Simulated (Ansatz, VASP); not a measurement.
# NaPd: VASP beside Ansatz

```
Na Pd
1.0
     2.85932    0.00000    0.00000
    -1.42966    2.47624    0.00000
     0.00000    0.00000    5.35892
Na Pd
1 1
Direct
  0.00000 0.00000 0.00000
  0.00000 0.00000 0.50000
```

Alike in both runs: functional PBE; k mesh 24 × 24 × 10; occupations gaussian, width 0.1 eV; no spin polarisation.

Ansatz relaxed the structure, and its values are those at the end. VASP's run is a single point on that final structure, the one shown.

|  | VASP | Ansatz |
| --- | --- | --- |
| version | VASP 6.6.1 | Ansatz 0.2.0 |
| potentials or method | VASP PAW PBE potentials, release 64 (Na_pv, Pd) | scalar-relativistic, plane waves, PAW |
| plane-wave cutoff (eV) | 520 | 420 |
| valence electrons in the cell | 17 | 27 |

|  | VASP | Ansatz | Ansatz less VASP |
| --- | --- | --- | --- |
| gap on the k mesh at the Fermi level (eV) | none | none | - |
| pressure (GPa) | 0.0 | 0.0 | -0.02 |

A gap of «none» marks a metal or a gap that the smearing closes. The two sets of potentials don't hold the same shells in valence.
